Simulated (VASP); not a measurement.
Input:

```
CELL_PARAMETERS angstrom
      0.00000     2.33544     2.33544
      2.33544     0.00000     2.33544
      2.33544     2.33544     0.00000
ATOMIC_POSITIONS crystal
  Na 0.00000 0.00000 0.00000
  F  0.50000 0.50000 0.50000
```

All values below come from AM05 GGA, VASP's PBE PAW potentials (set 64) (plane waves; VASP 6.6.1). Settings: 520 eV cut-off, 11×11×11 Γ-centred mesh, tetrahedra with Blöchl corrections, potentials Na_pv F.

### Question
What does the run give for the energy per atom (σ→0), band gap (on the k-mesh) with the smallest direct gap where there is one?

### Answer

```yaml
band gap (on the k-mesh): 6.24 eV
smallest direct gap (on the k-mesh): 6.24 eV
energy per atom (σ→0): -4.252 eV/atom
```

Total energies compare only between runs with the same potentials, cut-off and functional.

The compound is NaF in the rock salt structure. It was relaxed first.
